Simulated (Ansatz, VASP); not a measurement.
**Cross-check of SnF3 (SnF3 (Fm-3m)) between VASP and Ansatz**

Aim: how closely do two programs agree when they are given the same cell, functional and k mesh? The cell is taken from a series of runs on this material, whose earlier steps may have relaxed, scaled, displaced or heated it; both programs get it as it stands.

Method: plane waves, with VASP 6.6.1 beside it; relaxation of cell and atoms at PBEsol, in Ansatz 0.2.0.

### 1. Starting point

It takes space group Fm-3m (No. 225, cubic). Conventional cell: a = 8.698 Å, b = 8.698 Å, c = 8.698 Å, α = 90.00°, β = 90.00°, γ = 90.00°. Nearest to Sn lie 6 F at 1.98 Å. Nearest to Sn lie 6 F at 2.36 Å. F has 2 Sn at 1.98 to 2.36 Å nearest. Farther neighbours and most contacts between anions are not listed.

### 2. VASP: relaxation of cell and atoms, PBEsol

The relaxed volume is the usual yardstick between codes: in a stiff, nearly cubic crystal its relative difference is about their pressure difference at one cell divided by the bulk modulus.

Lines of VASP's logs that name or quote its potential files are left out, and so is its time.

Input file INCAR:

```
SYSTEM = SnF3
PREC = Accurate
ENCUT = 600
EDIFF = 1E-07
NELM = 120
ISMEAR = 0
SIGMA = 0.01
LREAL = .FALSE.
ALGO = Normal
GGA = PS
NBANDS = 43
LORBIT = 11
LWAVE = .FALSE.
LCHARG = .FALSE.
ISIF = 3
IBRION = 2
NSW = 80
EDIFFG = -0.005
LASPH = .TRUE.
GGA_COMPAT = .FALSE.
NELMIN = 4
EFERMI = MIDGAP
KPAR = 2
```

Input file POSCAR:

```
SnF3
1.0
    0.0000000000      4.3489760000      4.3489760000
    4.3489760000      0.0000000000      4.3489760000
    4.3489760000      4.3489760000      0.0000000000
Sn F
2 6
Direct
    0.5000000000      0.5000000000      0.5000000000
    0.0000000000      0.0000000000      0.0000000000
    0.7281904982      0.2718095018      0.7281904982
    0.2718093869      0.2718093869      0.7281906131
    0.2718093869      0.7281906131      0.2718093869
    0.2718095018      0.7281904982      0.7281904982
    0.7281906131      0.2718093869      0.2718093869
    0.7281904982      0.7281904982      0.2718095018
```

Input file KPOINTS:

```
Automatic mesh
0
Gamma
6 6 6
0 0 0
```

The projector-augmented-wave data sets are Sn_d and F (PBE family, release 64).

Started as:

```console
> mpirun -np 2 vasp_std
```

Numbers of over 12 decimals in the logs are rounded to 6 here.

Output:

```text
[banner, memory and clock lines left out]
running    2 mpi-ranks, on    1 nodes
 distrk:  each k-point on    1 cores,    2 groups
 distr:  one band on    1 cores,    1 groups

 POSCAR found type information on POSCAR SnF
 POSCAR found :  2 types and       8 ions
|                                                                             |
|               ----> ADVICE to this user running VASP <----                  |
|                                                                             |
|     You enforced a specific xc type in the INCAR file but a different       |
|     [... a line on the potential file left out ...]
|     I HOPE YOU KNOW WHAT YOU ARE DOING!                                     |
|                                                                             |

 LDA part: xc-table for (Slater+PW92), standard interpolation
 POSCAR, INCAR and KPOINTS ok, starting setup
 FFT: planning ... GRIDC
 FFT: planning ... GRID_SOFT
 FFT: planning ... GRID
 WAVECAR not read
 entering main loop
       N       E                     dE             d eps       ncg     rms          rms(c)
DAV:   1     0.102545488357E+04    0.10255E+04   -0.37105E+04  1511   0.220E+03
DAV:   2     0.127008255117E+03   -0.89845E+03   -0.86176E+03  1680   0.660E+02
DAV:   3    -0.342558238695E+02   -0.16126E+03   -0.15980E+03  1518   0.241E+02
DAV:   4    -0.431254963171E+02   -0.88697E+01   -0.88267E+01  1616   0.648E+01
DAV:   5    -0.433851358529E+02   -0.25964E+00   -0.25937E+00  1712   0.114E+01    0.125E+01
DAV:   6    -0.394873644288E+02    0.38978E+01   -0.14549E+01  1995   0.331E+01    0.537E+00
DAV:   7    -0.394352141591E+02    0.52150E-01   -0.82432E-01  1712   0.534E+00    0.280E+00
DAV:   8    -0.393964831099E+02    0.38731E-01   -0.13123E-01  2032   0.309E+00    0.439E-01
DAV:   9    -0.393989608829E+02   -0.24778E-02   -0.23180E-02  2101   0.123E+00    0.142E-01
DAV:  10    -0.394008548404E+02   -0.18940E-02   -0.39986E-03  1493   0.553E-01    0.365E-02
DAV:  11    -0.394009441720E+02   -0.89332E-04   -0.25470E-04  1704   0.122E-01    0.200E-02
DAV:  12    -0.394009429105E+02    0.12615E-05   -0.21113E-05  2080   0.482E-02    0.952E-03
DAV:  13    -0.394009406747E+02    0.22358E-05   -0.60977E-06  1786   0.213E-02    0.239E-03
DAV:  14    -0.394009399663E+02    0.70846E-06   -0.59679E-07  1449   0.654E-03    0.116E-03
DAV:  15    -0.394009399956E+02   -0.29298E-07   -0.75350E-08  1064   0.297E-03
   1 F= -.39400940E+02 E0= -.39400940E+02  d E =-.394009E+02
[...]
2 F= -.39405622E+02 E0= -.39405622E+02  d E =-.468171E-02
[...]
3 F= -.39406331E+02 E0= -.39406331E+02  d E =-.539082E-02
[...]
4 F= -.39408068E+02 E0= -.39408068E+02  d E =-.173688E-02
 trial-energy change:   -0.001737  1 .order   -0.001732   -0.002648   -0.000816
 step:   1.3583(harm=  1.3680)  dis= 0.00463  next Energy=   -39.408246 (dE=-0.191E-02)
 bond charge predicted
       N       E                     dE             d eps       ncg     rms          rms(c)
DAV:   1    -0.394126201624E+02   -0.45524E-02   -0.17725E-01  1634   0.364E+00    0.495E-01
DAV:   2    -0.394086770544E+02    0.39431E-02   -0.14064E-02  1379   0.780E-01    0.129E-01
DAV:   3    -0.394083281974E+02    0.34886E-03   -0.99923E-04  1748   0.449E-01    0.493E-02
DAV:   4    -0.394082521133E+02    0.76084E-04   -0.22766E-04  1922   0.280E-01    0.135E-02
DAV:   5    -0.394082534670E+02   -0.13537E-05   -0.57508E-05  1602   0.567E-02    0.460E-03
DAV:   6    -0.394082536311E+02   -0.16411E-06   -0.23417E-06  1546   0.117E-02    0.216E-03
DAV:   7    -0.394082543165E+02   -0.68540E-06   -0.28411E-07  1170   0.586E-03    0.109E-03
DAV:   8    -0.394082543552E+02   -0.38615E-07   -0.85179E-08   966   0.417E-03
   5 F= -.39408254E+02 E0= -.39408254E+02  d E =-.192354E-02
 curvature:  -0.81 expect dE=-0.314E-06 dE for cont linesearch -0.159E-06
 trial: gam=-0.00423 g(F)=  0.384E-06 g(S)=  0.196E-08 ort = 0.255E-04 (trialstep = 0.103E+01)
 search vector abs. value=  0.230E-06
 reached required accuracy - stopping structural energy minimisation
```

OUTCAR, selected parts (step 2):

```text
ion  position               nearest neighbor table
   1  0.500  0.500  0.500-   3 1.98   6 1.98   8 1.98   4 1.98   7 1.98   5 1.98
   2  0.000  0.000  0.000-   4 2.36   5 2.36   7 2.36   6 2.36   3 2.36   8 2.36
   3  0.728  0.272  0.728-   1 1.98   2 2.36
   4  0.272  0.272  0.728-   1 1.98   2 2.36
   5  0.272  0.728  0.272-   1 1.98   2 2.36
   6  0.272  0.728  0.728-   1 1.98   2 2.36
   7  0.728  0.272  0.272-   1 1.98   2 2.36
   8  0.728  0.728  0.272-   1 1.98   2 2.36

  LATTYP: Found a face centered cubic cell.
 ALAT       =     8.6979520000

 Subroutine GETGRP returns: Found 48 space group operations
 (whereof 48 operations were pure point group operations)

The static configuration has the point symmetry O_h .

 Found     16 irreducible k-points:

   k-points           NKPTS =     16   k-points in BZ     NKDIM =     16   number of bands    NBANDS=     43

   dimension x,y,z NGX =    50 NGY =   50 NGZ =   50
   dimension x,y,z NGXF=   100 NGYF=  100 NGZF=  100

   ENCUT  =  600.0 eV  44.10 Ry    6.64 a.u.  12.28 12.28 12.28*2*pi/ulx,y,z

   NELECT =      70.0000    total number of electrons

 k-points in reciprocal lattice and weights: Automatic mesh
   0.00000000  0.00000000  0.00000000       0.005
   0.16666667  0.00000000  0.00000000       0.037
   0.33333333  0.00000000  0.00000000       0.037
   0.50000000  0.00000000  0.00000000       0.019
   0.16666667  0.16666667  0.00000000       0.028
   0.33333333  0.16666667  0.00000000       0.111
   0.50000000  0.16666667  0.00000000       0.111
  -0.33333333  0.16666667  0.00000000       0.111
  -0.16666667  0.16666667  0.00000000       0.056
[...]
-0.33333333  0.33333333  0.16666667       0.111
  -0.33333333  0.50000000  0.16666667       0.056

 average (electrostatic) potential at core
       1-106.3976       2-105.8014       3 -78.9275       4 -78.9275       5 -78.9275
       6 -78.9275       7 -78.9275       8 -78.9275

 E-fermi :   0.7874

 k-point     1 :       0.0000    0.0000    0.0000
  band No.  band energies     occupation
    ...
     31      -3.5442      2.00000
     32      -3.0622      2.00000
     33      -3.0622      2.00000
     34      -3.0622      2.00000
     35      -2.9534      2.00000
     36       4.3597      0.00000
     37       4.7718      0.00000
     38       4.7718      0.00000
     39       4.7718      0.00000
     40       6.5644      0.00000
    ...

 k-point     2 :       0.1667    0.0000    0.0000
  band No.  band energies     occupation
    ...
     31      -3.5225      2.00000
     32      -3.1074      2.00000
     33      -3.1074      2.00000
     34      -3.0860      2.00000
     35      -2.3828      2.00000
     36       3.4974      0.00000
     37       4.9608      0.00000
     38       4.9608      0.00000
     39       5.5619      0.00000
     40       6.6373      0.00000
    ...

 k-point     3 :       0.3333    0.0000    0.0000
  band No.  band energies     occupation
    ...
     31      -3.4702      2.00000
     32      -3.1912      2.00000
     33      -3.1912      2.00000
     34      -3.1428      2.00000
     35      -1.5113      2.00000
     36       2.5450      0.00000
     37       5.3736      0.00000
     38       5.3736      0.00000
     39       6.2018      0.00000
     40       6.9081      0.00000
    ...

  Total       -0.0003295     -0.0003295     -0.0003295     -0.0000000      0.0000000      0.0000000
  in kB       -0.0032229     -0.0032229     -0.0032229     -0.0000000      0.0000000      0.0000000
  external PRESSURE =      -0.0032229 kB  Pullay stress =       0.0000000 kB

  energy-cutoff  :      600.00
  volume of cell :      163.81
      direct lattice vectors                 reciprocal lattice vectors
     0.000000000  4.342793332  4.342793332    -0.115133271  0.115133271  0.115133271
     4.342793332 -0.000000000  4.342793332     0.115133271 -0.115133271  0.115133271
     4.342793332  4.342793332  0.000000000     0.115133271  0.115133271 -0.115133271

 POSITION                                       TOTAL-FORCE (eV/Angst)
 -----------------------------------------------------------------------------------
      4.34279      4.34279      4.34279        -0.000000      0.000000      0.000000
      0.00000      0.00000      0.00000        -0.000000      0.000000      0.000000
      4.34279      6.33700      4.34279        -0.000000      0.001152      0.000000
      4.34279      4.34279      2.34859        -0.000000      0.000000     -0.001152
      4.34279      2.34859      4.34279        -0.000000     -0.001152      0.000000
      6.33700      4.34279      4.34279         0.001152      0.000000      0.000000
      2.34859      4.34279      4.34279        -0.001152      0.000000      0.000000
      4.34279      4.34279      6.33700        -0.000000      0.000000      0.001152
 -----------------------------------------------------------------------------------
    total drift:                                0.001437      0.001437      0.001437

  FREE ENERGIE OF THE ION-ELECTRON SYSTEM (eV)
  ---------------------------------------------------
  free  energy   TOTEN  =       -39.4082543552 eV

  energy  without entropy=      -39.4082543552  energy(sigma->0) =      -39.40825436

 reached required accuracy - stopping structural energy minimisation

 total charge
# of ion       s       p       d       tot
------------------------------------------
    1        0.848   1.003  10.398  12.249
    2        1.480   0.356  10.028  11.865
    3        1.736   4.340   0.000   6.076
    4        1.736   4.340   0.000   6.076
    5        1.736   4.340   0.000   6.076
    6        1.736   4.340   0.000   6.076
    7        1.736   4.340   0.000   6.076
    8        1.736   4.340   0.000   6.076
--------------------------------------------------
tot         12.742  27.402  20.426  60.571

[... 3 further parts left out ...]
```

CONTCAR:

```
SnF3
   1.00000000000000
     0.0000000000000000    4.3427933319104621    4.3427933319104621
     4.3427933319104621   -0.0000000000000000    4.3427933319104621
     4.3427933319104621    4.3427933319104621    0.0000000000000000
  Sn              F
     2     6
Direct
     0.5000000000000000    0.5000000000000000    0.5000000000000000
     0.0000000000000000    0.0000000000000000    0.0000000000000000
     0.7295989805985578    0.2704010194014422    0.7295989805985578
     0.2704009045014452    0.2704009045014452    0.7295990954985548
     0.2704009045014452    0.7295990954985548    0.2704009045014452
     0.2704010194014422    0.7295989805985578    0.7295989805985578
     0.7295990954985548    0.2704009045014452    0.2704009045014452
     0.7295989805985578    0.7295989805985578    0.2704010194014422
```

[end of part 1 of 2]

[Lines on the potential files, build, host, timing and source positions are cut from VASP's logs without a mark.]

[Logs are printed without paths, hosts, clocks, repeated set-up lines and the standing remarks that a program may print on its own settings, such as how far it seeks lower states.]

[Hosts, paths, dates, database ids (printed as entryN), source tags and the programs' standing remarks are cut or masked in the printed files.]
